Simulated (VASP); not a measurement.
The input files of a VASP run:

### INCAR
```
# general
SYSTEM  = TlBiF4
PREC    = Accurate
ENCUT   = 520
LREAL   = .False.   # projection in real space or not
LASPH   = .True.

# electronic loop
EDIFF   = 1E-7   # SCF stop (eV)
NELM    = 100
ALGO    = Normal   # blocked Davidson
LMAXMIX = 4

# smearing
ISMEAR  = -5   # tetrahedra, Bloechl

# ions
ISIF    = 2   # forces and stress, cell fixed

# output
LWAVE   = .False.
LCHARG  = .True.
LORBIT  = 11   # lm-projected
NEDOS   = 601

# other
LEFG    = .True.
```

POSCAR:
```
TlBiF4
1
    3.9263128551     0.0000000000     0.0000000000
    0.0000000000     3.9263128551    -0.0000000000
    0.0000000000     0.0000000000     6.4547626888
Tl Bi F
1 1 4
Direct
  0.0000000000   0.0000000000   0.0000000000
  0.5000000000   0.5000000000   0.5000000000
  0.5000000000   1.0000000000   0.7020827697
  0.5000000000   1.0000000000   0.2979172303
  0.0000000000   0.5000000000   0.7020827697
  1.0000000000   0.5000000000   0.2979172303
```

KPOINTS:
```
K-points
0
gamma
6 6 4
0 0 0
```

POTCAR, in this order: Tl_d Bi_d F (LDA.64 set). Program: vasp_std.

**Question.** Translate this LDA calculation to Quantum ESPRESSO's pw.x.

**Answer.** One equivalent input (not run):
```
&CONTROL
  calculation = 'scf'
  pseudo_dir = './pseudo'
  outdir = './out'
  tprnfor = .true.
  tstress = .true.
/
&SYSTEM
  ibrav = 0
  nat = 6
  ntyp = 3
  ecutwfc = 84
  occupations = 'tetrahedra'
  input_dft = 'pz'
/
&ELECTRONS
  conv_thr = 7.3e-09
  electron_maxstep = 100
/
ATOMIC_SPECIES
  Tl 204.380 Tl.upf
  Bi 208.980 Bi.upf
  F 18.998 F.upf
CELL_PARAMETERS angstrom
     3.9263129    0.0000000    0.0000000
     0.0000000    3.9263129   -0.0000000
     0.0000000    0.0000000    6.4547627
ATOMIC_POSITIONS crystal
  Tl   0.0000000  0.0000000  0.0000000
  Bi   0.5000000  0.5000000  0.5000000
  F    0.5000000  1.0000000  0.7020828
  F    0.5000000  1.0000000  0.2979172
  F    0.0000000  0.5000000  0.7020828
  F    1.0000000  0.5000000  0.2979172
K_POINTS automatic
  6 6 4 0 0 0
```
What does not carry over: the potentials are each code's own (VASP's PAW set, PseudoDojo norm-conserving files in pw.x), so ENCUT and ecutwfc are chosen apart and not converted; conv_thr bounds pw.x's estimated SCF error, while EDIFF bounds the energy change between steps; the field gradients of LEFG aren't asked of the other code.

The structure comes from a computed database's TlBiF4 entry (P4/mmm); how it stands against other phases isn't given here. It was relaxed first.
